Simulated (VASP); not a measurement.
# Ca2Ru2O7 with r2SCAN: from relaxation to properties, part 2 of 6

Wanted: the relaxed cell of Ca2Ru2O7 and its properties. Left out of this account: 1 further run (relaxation: a spoilt try). The start is a computed cell from the Materials Project.

VASP 6.6.1; r2SCAN, no spin polarisation; plane waves and PAW (Ca_sv, Ru_pv, O).

Still holding for the runs below: This run has no spin polarisation, although Ru can carry a moment. The k-mesh is coarse for a metal.

So far. Step 2 (Full relaxation (r2SCAN)): It ends with a largest force of 0.006 eV/Å and a pressure of -0.01 GPa.

## (3) Second relaxation

The basis stayed that of the start cell while the cell moved. A rerun from the cell reached resets it; the error of the finite cutoff stays.

Input file INCAR:

```
SYSTEM = Ca2Ru2O7
PREC = Accurate
ENCUT = 520
EDIFF = 1E-06
NELM = 100
ISMEAR = 0
SIGMA = 0.05
LREAL = Auto
ALGO = Normal
METAGGA = R2SCAN
LASPH = .TRUE.
NBANDS = 112
LORBIT = 11
LWAVE = .FALSE.
LCHARG = .FALSE.
KPAR = 8
IBRION = 2
NSW = 60
ISIF = 3
EDIFFG = -0.01
```

Input file POSCAR:

```
Ca2Ru2O7
1.0
    0.0000000000      5.0898448751      5.0898448751
    5.0898448751      0.0000000000      5.0898448751
    5.0898448751      5.0898448751      0.0000000000
Ca Ru O
4 4 14
Direct
    0.1250000000      0.6250000000      0.1250000000
    0.1250000000      0.1250000000      0.6250000000
    0.6250000000      0.1250000000      0.1250000000
    0.1250000000      0.1250000000      0.1250000000
    0.1250000000      0.6250000000      0.6250000000
    0.6250000000      0.1250000000      0.6250000000
    0.6250000000      0.6250000000      0.1250000000
    0.6250000000      0.6250000000      0.6250000000
    0.6926245269      0.6926245269      0.3073754731
    0.6926245269      0.3073754731      0.6926245269
    0.9426245269      0.5573754731      0.5573754731
    0.6926245269      0.3073754731      0.3073754731
    0.5573754731      0.9426245269      0.9426245269
    0.3073754731      0.3073754731      0.6926245269
    0.9426245269      0.9426245269      0.5573754731
    0.0000000000      0.0000000000      0.0000000000
    0.5573754731      0.5573754731      0.9426245269
    0.9426245269      0.5573754731      0.9426245269
    0.5573754731      0.9426245269      0.5573754731
    0.2500000000      0.2500000000      0.2500000000
    0.3073754731      0.6926245269      0.3073754731
    0.3073754731      0.6926245269      0.6926245269
```

Input file KPOINTS:

```
Automatic mesh
0
Gamma
4 4 4
0 0 0
```

PAW data sets: Ca_sv, Ru_pv and O (PBE family, release 64).

Launch:

```console
> mpirun -np 8 vasp_std
```

What it wrote:

```text
[banner, memory and clock lines left out]
running    8 mpi-ranks, on    1 nodes
 distrk:  each k-point on    1 cores,    8 groups
 distr:  one band on    1 cores,    1 groups

 POSCAR found type information on POSCAR CaRuO
 POSCAR found :  3 types and      22 ions
 [... a notice as in an earlier step ...]

 [... a notice as in an earlier step ...]

 LDA part: xc-table for (None), standard interpolation
 POSCAR, INCAR and KPOINTS ok, starting setup
 FFT: planning ... GRIDC
 FFT: planning ... GRID_SOFT
 FFT: planning ... GRID
 WAVECAR not read
 entering main loop
       N       E                     dE             d eps       ncg     rms          rms(c)
DAV:   1     0.199624567606E+04    0.19962E+04   -0.10146E+05  1792   0.170E+03
DAV:   2    -0.120874136083E+03   -0.21171E+04   -0.20262E+04  1888   0.515E+02
DAV:   3    -0.346421788872E+03   -0.22555E+03   -0.22234E+03  2320   0.157E+02
DAV:   4    -0.355193902687E+03   -0.87721E+01   -0.87157E+01  2672   0.289E+01
DAV:   5    -0.355698529394E+03   -0.50463E+00   -0.50336E+00  2824   0.496E+00    0.863E+01
DAV:   6    -0.257699382703E+03    0.97999E+02   -0.22067E+02  2136   0.691E+01    0.261E+01
DAV:   7    -0.257275214587E+03    0.42417E+00   -0.55214E+01  2128   0.352E+01    0.230E+01
DAV:   8    -0.255635071562E+03    0.16401E+01   -0.57406E+00  2224   0.116E+01    0.640E+00
DAV:   9    -0.255787731649E+03   -0.15266E+00   -0.14927E+00  2184   0.374E+00    0.243E+00
DAV:  10    -0.255745416862E+03    0.42315E-01   -0.26683E-01  2576   0.146E+00    0.123E+00
DAV:  11    -0.255745433336E+03   -0.16474E-04   -0.50281E-02  2184   0.943E-01    0.439E-01
DAV:  12    -0.255744648119E+03    0.78522E-03   -0.50770E-03  2424   0.349E-01    0.201E-01
DAV:  13    -0.255744806226E+03   -0.15811E-03   -0.22594E-03  2352   0.185E-01    0.104E-01
DAV:  14    -0.255744770320E+03    0.35906E-04   -0.39720E-04  2176   0.964E-02    0.378E-02
DAV:  15    -0.255744771255E+03   -0.93464E-06   -0.62511E-05  2152   0.254E-02    0.153E-02
DAV:  16    -0.255744771786E+03   -0.53126E-06   -0.77088E-06  1936   0.115E-02
   1 F= -.25574477E+03 E0= -.25573473E+03  d E =-.255745E+03
 curvature:   0.00 expect dE= 0.000E+00 dE for cont linesearch  0.000E+00
 trial: gam= 0.00000 g(F)=  0.222E-04 g(S)=  0.151E-05 ort = 0.000E+00 (trialstep = 0.100E+01)
 search vector abs. value=  0.237E-04
 reached required accuracy - stopping structural energy minimisation
```

Run time: 2 min. Hardware: 8 MPI ranks of Intel Xeon 6975P-C (Granite Rapids), shared host; peak memory 4.1 GiB; 16 min of CPU time.

Parts of OUTCAR (step 3):

```text
  LATTYP: Found a face centered cubic cell.
 ALAT       =    10.1796897502

 Found      8 irreducible k-points:

   ENCUT  =  520.0 eV  38.22 Ry    6.18 a.u.  13.38 13.38 13.38*2*pi/ulx,y,z

   NELECT =     180.0000    total number of electrons

 E-fermi :   4.1194

 k-point     1 :       0.0000    0.0000    0.0000
  band No.  band energies     occupation
    ...
     88       3.7899      2.00000
     89       3.7899      2.00000
     90       4.0311      1.98743
     91       4.0311      1.98743
     92       4.0311      1.98743
     93       4.5533      0.00000
     94       5.0540      0.00000
     95       5.0540      0.00000
     96       5.0540      0.00000
     97       6.7775      0.00000
    ...

 k-point     2 :       0.2500    0.0000    0.0000
  band No.  band energies     occupation
    ...
     88       3.7783      2.00000
     89       3.7783      2.00000
     90       3.8553      2.00000
     91       4.0703      1.83444
     92       4.0703      1.83442
     93       4.5494      0.00000
     94       4.9242      0.00000
     95       4.9242      0.00000
     96       5.0974      0.00000
     97       6.9456      0.00000
    ...

  Total       -0.0151706     -0.0151706     -0.0151706     -0.0000000      0.0000000     -0.0000000
  in kB       -0.0921659     -0.0921659     -0.0921659     -0.0000000      0.0000000     -0.0000000
  external PRESSURE =      -0.0921659 kB  Pullay stress =       0.0000000 kB

  energy-cutoff  :      520.00
  volume of cell :      263.72
      direct lattice vectors                 reciprocal lattice vectors
     0.000000000  5.089844875  5.089844875    -0.098234821  0.098234821  0.098234821
     5.089844875  0.000000000  5.089844875     0.098234821 -0.098234821  0.098234821
     5.089844875  5.089844875  0.000000000     0.098234821  0.098234821 -0.098234821

 POSITION                                       TOTAL-FORCE (eV/Angst)
 -----------------------------------------------------------------------------------
      3.81738      1.27246      3.81738        -0.000000     -0.000000     -0.000000
      3.81738      3.81738      1.27246        -0.000000     -0.000000     -0.000000
      1.27246      3.81738      3.81738        -0.000000     -0.000000     -0.000000
      1.27246      1.27246      1.27246        -0.000000     -0.000000     -0.000000
      6.36231      3.81738      3.81738        -0.000000     -0.000000     -0.000000
      3.81738      6.36231      3.81738        -0.000000     -0.000000     -0.000000
      3.81738      3.81738      6.36231        -0.000000     -0.000000     -0.000000
      6.36231      6.36231      6.36231        -0.000000     -0.000000     -0.000000
      5.08984      5.08984      7.05070        -0.000000     -0.000000     -0.006194
      5.08984      7.05070      5.08984        -0.000000     -0.006194     -0.000000
      5.67391      7.63477      7.63477         0.006194     -0.000000     -0.000000
      3.12899      5.08984      5.08984         0.006194     -0.000000     -0.000000
      9.59563      7.63477      7.63477        -0.006194     -0.000000     -0.000000
      5.08984      5.08984      3.12899        -0.000000     -0.000000      0.006194
      7.63477      7.63477      9.59563        -0.000000     -0.000000     -0.006194
      0.00000      0.00000      0.00000        -0.000000     -0.000000     -0.000000
      7.63477      7.63477      5.67391        -0.000000     -0.000000      0.006194
      7.63477      9.59563      7.63477        -0.000000     -0.006194     -0.000000
      7.63477      5.67391      7.63477        -0.000000      0.006194     -0.000000
      2.54492      2.54492      2.54492        -0.000000     -0.000000     -0.000000
      5.08984      3.12899      5.08984        -0.000000      0.006194     -0.000000
      7.05070      5.08984      5.08984        -0.006194     -0.000000     -0.000000
 -----------------------------------------------------------------------------------
    total drift:                                0.000000      0.000000      0.000000

  FREE ENERGIE OF THE ION-ELECTRON SYSTEM (eV)
  ---------------------------------------------------
  free  energy   TOTEN  =      -255.7447717858 eV

  energy  without entropy=     -255.7246912836  energy(sigma->0) =     -255.73473153

 total charge
# of ion       s       p       d       tot
------------------------------------------
    1        2.027   5.875   0.263   8.164
    2        2.027   5.875   0.263   8.164
    3        2.027   5.875   0.263   8.164
    4        2.027   5.875   0.263   8.164
    5        0.396   6.435   5.628  12.460
    6        0.396   6.435   5.628  12.460
    7        0.396   6.435   5.628  12.460
    8        0.396   6.435   5.628  12.460
    9        1.576   3.460   0.000   5.037
   10        1.576   3.460   0.000   5.037
   11        1.576   3.460   0.000   5.037
   12        1.576   3.460   0.000   5.037
   13        1.576   3.460   0.000   5.037
   14        1.576   3.460   0.000   5.037
   15        1.576   3.460   0.000   5.037
   16        1.567   3.500   0.000   5.067
   17        1.576   3.460   0.000   5.037
   18        1.576   3.460   0.000   5.037
   19        1.576   3.460   0.000   5.037
   20        1.567   3.500   0.000   5.067
   21        1.576   3.460   0.000   5.037
   22        1.576   3.460   0.000   5.037
--------------------------------------------------
tot         31.741  97.766  23.563 153.070

[... 6 parts as in an earlier step ...]

[... 6 further parts left out ...]
```

CONTCAR:

```
Ca2Ru2O7
   1.00000000000000
     0.0000000000000000    5.0898448750999998    5.0898448750999998
     5.0898448750999998    0.0000000000000000    5.0898448750999998
     5.0898448750999998    5.0898448750999998    0.0000000000000000
  Ca              Ru              O
     4     4    14
Direct
     0.1250000000000000    0.6250000000000000    0.1250000000000000
     0.1250000000000000    0.1250000000000000    0.6250000000000000
     0.6250000000000000    0.1250000000000000    0.1250000000000000
     0.1250000000000000    0.1250000000000000    0.1250000000000000
     0.1250000000000000    0.6250000000000000    0.6250000000000000
     0.6250000000000000    0.1250000000000000    0.6250000000000000
     0.6250000000000000    0.6250000000000000    0.1250000000000000
     0.6250000000000000    0.6250000000000000    0.6250000000000000
     0.6926245268999978    0.6926245268999978    0.3073754731000022
     0.6926245268999978    0.3073754731000022    0.6926245268999978
     0.9426245268999978    0.5573754731000022    0.5573754731000022
     0.6926245268999978    0.3073754731000022    0.3073754731000022
     0.5573754731000022    0.9426245268999978    0.9426245268999978
     0.3073754731000022    0.3073754731000022    0.6926245268999978
     0.9426245268999978    0.9426245268999978    0.5573754731000022
     0.0000000000000000    0.0000000000000000    0.0000000000000000
     0.5573754731000022    0.5573754731000022    0.9426245268999978
     0.9426245268999978    0.5573754731000022    0.9426245268999978
     0.5573754731000022    0.9426245268999978    0.5573754731000022
     0.2500000000000000    0.2500000000000000    0.2500000000000000
     0.3073754731000022    0.6926245268999978    0.3073754731000022
     0.3073754731000022    0.6926245268999978    0.6926245268999978
```

Little changed from the start: no atom moved by 0.005 Å and no cell edge by 0.1 %.

This step gave:

- free energy (TOTEN): -255.7448 eV
- energy at zero smearing: -255.7347 eV
- pressure: -0.009217 GPa
- SCF cycles over all ionic steps: 16

It ends with a largest force of 0.006 eV/Å and a pressure of -0.01 GPa. The volume moved by under 0.01 %: the run met its threshold at the first step.

## (4) Density, ELF and potential (r2SCAN)

The relaxed cell gets a fresh self-consistent run, on a basis set for its own volume, to fix the density and to check the remaining stress.

INCAR, as its differences from that of step 3:

```diff
@@ -14,7 +14,5 @@
 LWAVE = .FALSE.
-LCHARG = .FALSE.
-KPAR = 8
-IBRION = 2
-NSW = 60
-ISIF = 3
-EDIFFG = -0.01
+LCHARG = .TRUE.
+ISIF = 2
+LELF = .TRUE.
+LVHAR = .TRUE.
```

POSCAR is that of step 3.

KPOINTS is that of step 3.

Launch:

```console
> mpirun -np 8 vasp_std
```

What it wrote:

```text
[banner, memory and clock lines left out]
running    8 mpi-ranks, on    1 nodes
 distrk:  each k-point on    8 cores,    1 groups
 distr:  one band on    1 cores,    8 groups

 POSCAR found type information on POSCAR CaRuO
 POSCAR found :  3 types and      22 ions
 [... a notice as in an earlier step ...]

 [... a notice as in an earlier step ...]

 LDA part: xc-table for (None), standard interpolation
 POSCAR, INCAR and KPOINTS ok, starting setup
 FFT: planning ... GRIDC
 FFT: planning ... GRID_SOFT
 FFT: planning ... GRID
 WAVECAR not read
 entering main loop
       N       E                     dE             d eps       ncg     rms          rms(c)
[... 1 cycle as in an earlier step ...]
DAV:   2    -0.120874136086E+03   -0.21171E+04   -0.20262E+04  1888   0.515E+02
DAV:   3    -0.346421788875E+03   -0.22555E+03   -0.22234E+03  2320   0.157E+02
DAV:   4    -0.355193902689E+03   -0.87721E+01   -0.87157E+01  2672   0.289E+01
DAV:   5    -0.355698529396E+03   -0.50463E+00   -0.50336E+00  2824   0.496E+00    0.863E+01
DAV:   6    -0.257699382706E+03    0.97999E+02   -0.22067E+02  2136   0.691E+01    0.261E+01
DAV:   7    -0.257275214590E+03    0.42417E+00   -0.55214E+01  2128   0.352E+01    0.230E+01
DAV:   8    -0.255635071566E+03    0.16401E+01   -0.57406E+00  2224   0.116E+01    0.640E+00
DAV:   9    -0.255787731652E+03   -0.15266E+00   -0.14927E+00  2184   0.374E+00    0.243E+00
DAV:  10    -0.255745416865E+03    0.42315E-01   -0.26683E-01  2576   0.146E+00    0.123E+00
DAV:  11    -0.255745433340E+03   -0.16474E-04   -0.50281E-02  2184   0.943E-01    0.439E-01
DAV:  12    -0.255744648122E+03    0.78522E-03   -0.50770E-03  2424   0.349E-01    0.201E-01
DAV:  13    -0.255744806230E+03   -0.15811E-03   -0.22594E-03  2352   0.185E-01    0.104E-01
DAV:  14    -0.255744770323E+03    0.35906E-04   -0.39720E-04  2176   0.964E-02    0.378E-02
DAV:  15    -0.255744771258E+03   -0.93485E-06   -0.62511E-05  2152   0.254E-02    0.153E-02
DAV:  16    -0.255744771789E+03   -0.53129E-06   -0.77087E-06  1936   0.115E-02
   1 F= -.25574477E+03 E0= -.25573473E+03  d E =-.200805E-01
```

Wall time 2.2 min (8 MPI ranks); peak memory 1.6 GiB.

OUTCAR, selected parts (step 4):

```text
 Found      8 irreducible k-points:

   NELECT =     180.0000    total number of electrons

 E-fermi :   4.1194

  Total       -0.0151706     -0.0151706     -0.0151706     -0.0000000     -0.0000000      0.0000000
  in kB       -0.0921660     -0.0921660     -0.0921660     -0.0000000     -0.0000000      0.0000000
  external PRESSURE =      -0.0921660 kB  Pullay stress =       0.0000000 kB

  FREE ENERGIE OF THE ION-ELECTRON SYSTEM (eV)
  ---------------------------------------------------
  free  energy   TOTEN  =      -255.7447717895 eV

  energy  without entropy=     -255.7246912873  energy(sigma->0) =     -255.73473154

[... 18 parts as in an earlier step ...]
```

This step gave:

```yaml
scf_cycles: 16
```

Valence electrons inside each PAW sphere by angular momentum. Sphere charges, by row:

```csv
atom,s (e),p (e),d (e),tot (e)
Ca1,2.027,5.875,0.263,8.164
Ca2,2.027,5.875,0.263,8.164
Ca3,2.027,5.875,0.263,8.164
Ca4,2.027,5.875,0.263,8.164
Ru5,0.396,6.435,5.628,12.46
Ru6,0.396,6.435,5.628,12.46
Ru7,0.396,6.435,5.628,12.46
Ru8,0.396,6.435,5.628,12.46
O9,1.576,3.46,0,5.037
O10,1.576,3.46,0,5.037
O11,1.576,3.46,0,5.037
O12,1.576,3.46,0,5.037
O13,1.576,3.46,0,5.037
O14,1.576,3.46,0,5.037
O15,1.576,3.46,0,5.037
O16,1.567,3.5,0,5.067
O17,1.576,3.46,0,5.037
O18,1.576,3.46,0,5.037
O19,1.576,3.46,0,5.037
O20,1.567,3.5,0,5.067
O21,1.576,3.46,0,5.037
O22,1.576,3.46,0,5.037
```

Electrostatic potential energy in the ac plane at fractional y = 0.125, with atoms of Ca and Ru within 0.2 Å of it. With pseudopotentials it is smooth inside the atoms' cores, unlike the true potential.

Ten even steps from '0' (-47 eV) to '9' (4 eV), each cell a mean:
```
99988899999988889999
99999999999999999999
99999999999999999999
99999999998899999999
77789999974357999998
64468999961002699998
53236899971000279998
64224799983000059998
86434689997200038999
98666789999731148999
99988899999987679999
99999999999999999999
99999999999999999999
88999999998899999999
76789999987678999998
54468999986446899998
53236899986323689998
74224799996422479999
86434689998643479999
98755789999865679999
```
Columns run along a (7.2 Å; values clipped at the 3rd and 97th percentile), rows up along c (7.2 Å). Atoms in or near the plane, at fractional coordinates: Ca at (0.12, 0.63), Ca at (0.62, 0.13), Ca at (0.13, 0.13), Ru at (0.62, 0.63).

Valence density in the ac plane at fractional y = 0.125, with atoms of Ca and Ru within 0.2 Å of it. It is the smooth field of the valence electrons, not physical close to the nuclei.

Ten even steps from '_' (0.1 e/Å³) to '@' (7.3 e/Å³), each cell a mean:
```
______________________________________..
________________________________________
________________________________________
________________________________________
__..________________......______________
::==--..____________::++++::____________
::++##++..__________--%%@@##::__________
..==####--__________..**@@@@++..________
__..==++==..__________::**%%++..________
____..::::______________..--::..________
________________________________________
________________________________________
________________________________________
__________....__________________________
__..________..________..________________
::==--..____________::==--..____________
::++##++..__________::++##++..__________
..==####--__________..==####--__________
__..==++==..__________..==++==..________
____..::::______________..::::__________
```
Columns run along a (7.2 Å), rows up along c (7.2 Å). Atoms in or near the plane, at fractional coordinates: Ca at (0.12, 0.63), Ca at (0.62, 0.13), Ca at (0.13, 0.13), Ru at (0.62, 0.63).

ELF in the ac plane at fractional y = 0.125, with atoms of Ca and Ru within 0.2 Å of it. It is the smooth field of the valence electrons, not physical close to the nuclei.

Ten even steps from '_' (0.03) to '@' (0.82), each cell a mean:
```
@@++..::--..____::--::____::--..__**@@@@
@@##--__________..----..__________==%%@@
**++--____....____::::..____..____..==**
....______::--::............::--..______
==++==..__..----....----::..::----____..
%%%%%%##--__..::..::==++====::::::..__--
@@%%**%%%%::____....==--__--==....____::
##%%****@@++______..--==____==::..______
::##%%##%%##..__..::::====--++--......__
__::**##%%++____::--::::--====--..::--::
..____..::..____..----::....::....::----
____..::----::..__..::..__........__..::
____..++%%%%%%++..__________::--::______
....__--%%@@@@%%::____..____..----..____
**##==..==@@@@%%--..++##++::__..::..__..
@@@@%%**::==%%%%--::%%%%@@%%--________--
%%%%**##**..--++::..####**%%##..______::
++%%++**%%==__....__**%%****%%==__----..
::**%%%%@@##..______::##%%%%%%++..++##++
++::++%%@@**..____..__::##@@%%==..**@@@@
```
Columns run along a (7.2 Å), rows up along c (7.2 Å). Atoms in or near the plane, at fractional coordinates: Ca at (0.12, 0.63), Ca at (0.62, 0.13), Ca at (0.13, 0.13), Ru at (0.62, 0.63).

In this run the pressure is -0.01 GPa, small enough to go on.

(Part 2 of 6 ends here.)

[Lines on the potential files, build, host, timing and source positions are cut from VASP's logs without a mark.]

[Logs are printed without paths, hosts, clocks, repeated set-up lines and the standing remarks that a program may print on its own settings, such as how far it seeks lower states.]

[Hosts, paths, dates, database ids (printed as entryN), source tags and the programs' standing remarks are cut or masked in the printed files.]

[A measured line is paired with the nearest computed mode of its activity, which favours agreement.]
